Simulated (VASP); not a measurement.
Calculation: r2SCAN+rVV10, VASP's PBE PAW potentials (set 64) (plane waves; VASP).

A VASP calculation is set up with these files.

### KPOINTS_OPT
```
k-points along high-symmetry lines
6
Line-mode
Reciprocal
  0.000000   0.000000   0.000000 ! GAMMA
  0.000000   0.500000   0.000000 ! X

  0.000000   0.500000   0.000000 ! X
  0.500000   0.500000   0.000000 ! M

  0.500000   0.500000   0.000000 ! M
  0.000000   0.000000   0.000000 ! GAMMA

  0.000000   0.000000   0.000000 ! GAMMA
  0.000000   0.000000   0.500000 ! Z

  0.000000   0.000000   0.500000 ! Z
  0.000000   0.500000   0.500000 ! R

  0.000000   0.500000   0.500000 ! R
  0.500000   0.500000   0.500000 ! A

  0.500000   0.500000   0.500000 ! A
  0.000000   0.000000   0.500000 ! Z

  0.000000   0.500000   0.000000 ! X
  0.000000   0.500000   0.500000 ! R

  0.500000   0.500000   0.000000 ! M
  0.500000   0.500000   0.500000 ! A
```

POSCAR:
```
CrO2
4.3974480
  0.9999999660   0.0000000000   0.0000000000
  0.0000000000   0.9999999660   0.0000000000
  0.0000000000   0.0000000000   0.6626898935
Cr O
2 4
Cartesian
  0.0000000000   0.0000000000   0.6626898935
  0.4999999830   0.4999999830   0.3313449468
  0.3025788907   0.3025788907   0.0000000000
  0.8025788737   0.1974210923   0.3313449468
  0.1974210923   0.8025788737   0.3313449468
  0.6974210753   0.6974210753   0.6626898935
```

INCAR:
```
! general
SYSTEM    =  CrO2
PREC      =  Accurate
ENCUT     =  520
LREAL     =  .FALSE.   ! projection in real space or not
LASPH     =  .TRUE.

! electronic loop
EDIFF     =  1E-7   ! SCF stop (eV)
NELM      =  100   ! most electronic steps
ALGO      =  Normal
LMAXMIX   =  4
LMIXTAU   =  .TRUE.

! smearing
ISMEAR    =  -5

! functional
METAGGA   =  R2SCAN
LUSE_VDW  =  .TRUE.
BPARAM    =  11.95
CPARAM    =  0.0093

! spin
ISPIN     =  2
MAGMOM    =  2*2.3 4*-0.1

! ions
ISIF      =  2   ! forces and stress, cell fixed

! output
LWAVE     =  .FALSE.
LCHARG    =  .FALSE.
LORBIT    =  11
NEDOS     =  601

! other
LEFG      =  .TRUE.
```

File KPOINTS:
```
Automatic mesh
0
Gamma
8 8 12
0 0 0
```

POTCAR, in this order: Cr_pv O (PBE.64 set). Program: vasp_std.

What VASP printed:

OUTCAR:
```
 ion  position               nearest neighbor table
   1  0.000  0.000  0.000-   3 1.88   6 1.88   5 1.91   4 1.91   4 1.91   5 1.91
   2  0.500  0.500  0.500-   4 1.88   5 1.88   3 1.91   6 1.91   3 1.91   6 1.91
   3  0.303  0.303  0.000-   1 1.88   2 1.91   2 1.91
   4  0.803  0.197  0.500-   2 1.88   1 1.91   1 1.91
   5  0.197  0.803  0.500-   2 1.88   1 1.91   1 1.91
   6  0.697  0.697  0.000-   1 1.88   2 1.91   2 1.91
  LATTYP: Found a simple tetragonal cell.
 ALAT       =     4.3974478506
 C/A-ratio  =     0.6626899160
 Subroutine PRICEL returns:
 Original cell was already a primitive cell.
 Subroutine GETGRP returns: Found 16 space group operations
The static configuration has the point symmetry D_2h.
 The point group associated with its full space group is D_4h.
The dynamic configuration has the point symmetry D_2h.
The overall configuration has the point symmetry D_2h.
 Subroutine INISYM returns: Found 16 space group operations
 Subroutine IBZKPT returns following result:
 Found    105 irreducible k-points:

 Following reciprocal coordinates:
            Coordinates               Weight
  0.000000  0.000000  0.000000      1.000000
  0.125000  0.000000  0.000000      4.000000
  0.250000  0.000000  0.000000      4.000000
  0.375000  0.000000  0.000000      4.000000
  0.500000  0.000000  0.000000      2.000000
  0.125000  0.125000  0.000000      4.000000
  0.250000  0.125000  0.000000      8.000000
  0.375000  0.125000  0.000000      8.000000
  0.500000  0.125000  0.000000      4.000000
  0.250000  0.250000  0.000000      4.000000
  0.375000  0.250000  0.000000      8.000000
  0.500000  0.250000  0.000000      4.000000
  0.375000  0.375000  0.000000      4.000000
  0.500000  0.375000  0.000000      4.000000
  0.500000  0.500000  0.000000      1.000000
  0.000000  0.000000  0.083333      2.000000
  0.125000  0.000000  0.083333      8.000000
  0.250000  0.000000  0.083333      8.000000
  0.375000  0.000000  0.083333      8.000000
  0.500000  0.000000  0.083333      4.000000
  0.125000  0.125000  0.083333      8.000000
  0.250000  0.125000  0.083333     16.000000
  0.375000  0.125000  0.083333     16.000000
  0.500000  0.125000  0.083333      8.000000
  0.250000  0.250000  0.083333      8.000000
  0.375000  0.250000  0.083333     16.000000
  0.500000  0.250000  0.083333      8.000000
  0.375000  0.375000  0.083333      8.000000
  0.500000  0.375000  0.083333      8.000000
  0.500000  0.500000  0.083333      2.000000
  0.000000  0.000000  0.166667      2.000000
  0.125000  0.000000  0.166667      8.000000
  0.250000  0.000000  0.166667      8.000000
  0.375000  0.000000  0.166667      8.000000
  0.500000  0.000000  0.166667      4.000000
  0.125000  0.125000  0.166667      8.000000
  0.250000  0.125000  0.166667     16.000000
  0.375000  0.125000  0.166667     16.000000
  0.500000  0.125000  0.166667      8.000000
  0.250000  0.250000  0.166667      8.000000
   k-points           NKPTS =    105   k-points in BZ     NKDIM =    105   number of bands    NBANDS=     30
   number of dos      NEDOS =    601   number of ions     NIONS =      6
   total plane-waves  NPLWV =  31104
   dimension x,y,z NGX =    36 NGY =   36 NGZ =   24
   dimension x,y,z NGXF=    72 NGYF=   72 NGZF=   48
   ions per type =               2   4
   PREC   = accura    normal or accurate (medium, high low for compatibility)
   ISTART =      0    job   : 0-new  1-cont  2-samecut
   ICHARG =      2    charge: 1-file 2-atom 10-const
   ISPIN  =      2    spin polarized calculation?
   LNONCOLLINEAR =      F non collinear calculations
   LSORBIT =      F    spin-orbit coupling
...
```

**OSZICAR**
```
       N       E                     dE             d eps       ncg     rms          rms(c)
DAV:   1     0.607995557515E+03    0.60800E+03   -0.27104E+04 12608   0.183E+03
DAV:   2    -0.207536199113E+02   -0.62875E+03   -0.59632E+03 13588   0.541E+02
DAV:   3    -0.934363087252E+02   -0.72683E+02   -0.71370E+02 15100   0.179E+02
DAV:   4    -0.954606732310E+02   -0.20244E+01   -0.19629E+01 14916   0.295E+01
DAV:   5    -0.955199603055E+02   -0.59287E-01   -0.59142E-01 17174   0.489E+00    0.440E+01
DAV:   6    -0.712541697374E+02    0.24266E+02   -0.12893E+02 14458   0.106E+02    0.284E+01
DAV:   7    -0.666885997661E+02    0.45656E+01   -0.54500E+01 15264   0.743E+01    0.169E+01
DAV:   8    -0.655520954632E+02    0.11365E+01   -0.37961E+00 16106   0.179E+01    0.637E+00
DAV:   9    -0.659094289679E+02   -0.35733E+00   -0.20556E+00 15862   0.110E+01    0.700E+00
DAV:  10    -0.659047923576E+02    0.46366E-02   -0.25300E-01 16012   0.328E+00    0.820E+00
DAV:  11    -0.658773458007E+02    0.27447E-01   -0.16083E-02 17204   0.768E-01    0.865E+00
DAV:  12    -0.658776230707E+02   -0.27727E-03   -0.12647E-03 15144   0.138E-01    0.887E+00
DAV:  13    -0.657964582281E+02    0.81165E-01   -0.13285E-01 16958   0.307E+00    0.118E+01
DAV:  14    -0.658877784662E+02   -0.91320E-01   -0.11551E-02 14472   0.955E-01    0.126E+01
DAV:  15    -0.658884679296E+02   -0.68946E-03   -0.27610E-04 15510   0.132E-01    0.126E+01
DAV:  16    -0.658764374843E+02    0.12030E-01   -0.89394E-03 14378   0.589E-01    0.114E+01
DAV:  17    -0.658715898437E+02    0.48476E-02   -0.16145E-02 14682   0.768E-01    0.140E+01
DAV:  18    -0.659502879848E+02   -0.78698E-01   -0.30820E-01 15216   0.359E+00    0.102E+01
DAV:  19    -0.659438642302E+02    0.64238E-02   -0.17039E-02 14006   0.106E+00    0.781E+00
DAV:  20    -0.659343592173E+02    0.95050E-02   -0.34545E-02 13908   0.120E+00    0.437E+00
DAV:  21    -0.659353328191E+02   -0.97360E-03   -0.20365E-02 14516   0.908E-01    0.251E+00
DAV:  22    -0.659349055897E+02    0.42723E-03   -0.12834E-03 14904   0.253E-01    0.152E+00
DAV:  23    -0.659349326590E+02   -0.27069E-04   -0.37351E-04 14258   0.154E-01    0.765E-01
DAV:  24    -0.659349033189E+02    0.29340E-04   -0.17780E-04 16494   0.889E-02    0.380E-01
DAV:  25    -0.659349287511E+02   -0.25432E-04   -0.84574E-05 15532   0.646E-02    0.416E-01
DAV:  26    -0.659349887718E+02   -0.60021E-04   -0.11277E-04 14252   0.640E-02    0.275E-01
DAV:  27    -0.659350336037E+02   -0.44832E-04   -0.35365E-05 14592   0.351E-02    0.427E-02
DAV:  28    -0.659350259333E+02    0.76704E-05   -0.47228E-06 14188   0.143E-02    0.380E-02
DAV:  29    -0.659350115950E+02    0.14338E-04   -0.67008E-06 14374   0.154E-02    0.473E-02
DAV:  30    -0.659350124763E+02   -0.88125E-06   -0.13956E-07  8054   0.316E-03    0.231E-02
DAV:  31    -0.659350133970E+02   -0.92068E-06   -0.39408E-08  7074   0.148E-03    0.144E-02
DAV:  32    -0.659350135895E+02   -0.19254E-06   -0.50695E-08  6780   0.140E-03    0.951E-03
DAV:  33    -0.659350134660E+02    0.12355E-06   -0.20522E-08  6756   0.962E-04    0.685E-03
DAV:  34    -0.659350131570E+02    0.30894E-06   -0.19923E-08  6648   0.976E-04    0.427E-03
DAV:  35    -0.659350130494E+02    0.10765E-06   -0.11277E-08  6666   0.705E-04    0.204E-03
DAV:  36    -0.659350130916E+02   -0.42188E-07   -0.33390E-09  6600   0.451E-04
   1 F= -.65935013E+02 E0= -.65935013E+02  d E =0.000000E+00  mag=     4.0000
       N       E                     dE             ncg
```

OUTCAR:
```
------------------------ aborting loop because EDIFF is reached ----------------------------------------
  FORCE on cell =-STRESS in cart. coord.  units (eV):
  Direction    XX          YY          ZZ          XY          YZ          ZX
  --------------------------------------------------------------------------------------
  Total       -0.0064082     -0.0064082     -0.0124272      0.0000000      0.0000000      0.0000000
  in kB       -0.1821946     -0.1821946     -0.3533213      0.0000000      0.0000000      0.0000000
  external PRESSURE =      -0.2392368 kB  Pullay stress =       0.0000000 kB
  volume of cell :       56.35
      direct lattice vectors                 reciprocal lattice vectors
     4.397447851  0.000000000  0.000000000     0.227404630  0.000000000  0.000000000
     0.000000000  4.397447851  0.000000000     0.000000000  0.227404630  0.000000000
     0.000000000  0.000000000  2.914144347     0.000000000  0.000000000  0.343153901
 POSITION                                       TOTAL-FORCE (eV/Angst)
 -----------------------------------------------------------------------------------
      0.00000      0.00000      0.00000         0.000000     -0.000000      0.000000
      2.19872      2.19872      1.45707         0.000000     -0.000000      0.000000
      1.33057      1.33057      0.00000         0.002617      0.002617      0.000000
      3.52930      0.86815      1.45707         0.002617     -0.002617      0.000000
      0.86815      3.52930      1.45707        -0.002617      0.002617      0.000000
      3.06687      3.06687      0.00000        -0.002617     -0.002617      0.000000
 -----------------------------------------------------------------------------------
    total drift:                                0.000000      0.000000      0.000000
  FREE ENERGIE OF THE ION-ELECTRON SYSTEM (eV)
  ---------------------------------------------------
  free  energy   TOTEN  =       -65.9350130916 eV

  energy  without entropy=      -65.9350130916  energy(sigma->0) =      -65.93501309

 total charge

# of ion       s       p       d       tot
------------------------------------------
    1        0.655   6.469   3.974  11.099
    2        0.655   6.469   3.974  11.099
    3        1.577   3.496   0.000   5.073
    4        1.577   3.496   0.000   5.073
    5        1.577   3.496   0.000   5.073
    6        1.577   3.496   0.000   5.073
--------------------------------------------------
tot          7.619  26.923   7.948  42.490

 magnetization (x)

# of ion       s       p       d       tot
------------------------------------------
    1        0.167   0.035   2.143   2.345
    2        0.167   0.035   2.143   2.345
    3       -0.003  -0.120   0.000  -0.123
    4       -0.003  -0.120   0.000  -0.123
    5       -0.003  -0.120   0.000  -0.123
    6       -0.003  -0.120   0.000  -0.123
--------------------------------------------------
tot          0.320  -0.408   4.286   4.198

 Electric field gradients after diagonalization (V/A^2)
 (convention: |V_zz| > |V_xx| > |V_yy|)
----------------------------------------------------------------------
 ion       V_xx      V_yy      V_zz     asymmetry (V_yy - V_xx)/ V_zz
----------------------------------------------------------------------
   1      25.154    24.199   -49.353       0.019
   2      25.154    24.199   -49.353       0.019
   3     -17.927    -4.718    22.645       0.583
   4     -17.927    -4.718    22.645       0.583
   5     -17.927    -4.718    22.645       0.583
   6     -17.927    -4.718    22.645       0.583
```
(Selected blocks of OUTCAR.)

OUTCAR:
```
 val. band max:        5.4776466478   @ k =   0.2500   0.2500   0.4167

 cond. band min:       5.3460584929   @ k =   0.2500   0.0000   0.1667


 Fermi energy:         5.3868041348

 spin component 1

 k-point     1 :       0.0000    0.0000    0.0000
  band No.  band energies     occupation
      1     -41.2333      1.00000
      2     -41.2333      1.00000
      3     -41.1176      1.00000
      4     -41.1176      1.00000
      5     -41.0405      1.00000
      6     -41.0251      1.00000
      7     -15.3626      1.00000
      8     -13.6243      1.00000
      9     -13.1512      1.00000
     10     -13.1512      1.00000
     11      -2.4222      1.00000
     12      -1.7253      1.00000
     13      -1.2063      1.00000
     14       0.0063      1.00000
     15       0.0063      1.00000
     16       1.5699      1.00000
     17       1.5699      1.00000
     18       1.9006      1.00000
     19       3.4558      1.00000
     20       3.7834      1.00000
     21       4.0069      1.00000
     22       4.0328      1.00000
     23       4.0329      1.00000
     24       4.0751      1.00000
     25       4.3400      1.00000
     26       4.3400      1.00000
     27       4.9979      1.00000
     28       5.8184      0.00000
     29       5.8463      0.00000
     30       6.6674      0.00000

 k-point     2 :       0.1250    0.0000    0.0000
  band No.  band energies     occupation
      1     -41.2324      1.00000
      2     -41.2324      1.00000
      3     -41.1186      1.00000
      4     -41.1185      1.00000
      5     -41.0399      1.00000
      6     -41.0257      1.00000
      7     -15.2996      1.00000
      8     -13.6580      1.00000
      9     -13.2037      1.00000
     10     -13.1626      1.00000
     11      -2.2975      1.00000
     12      -1.6622      1.00000
     13      -1.0918      1.00000
     14       0.0177      1.00000
     15       0.0291      1.00000
     16       1.3896      1.00000
...
```

For a metal the tetrahedron method with Blöchl corrections gives inexact stress and forces.

The compound is CrO2 in the rutile structure. It was relaxed first.
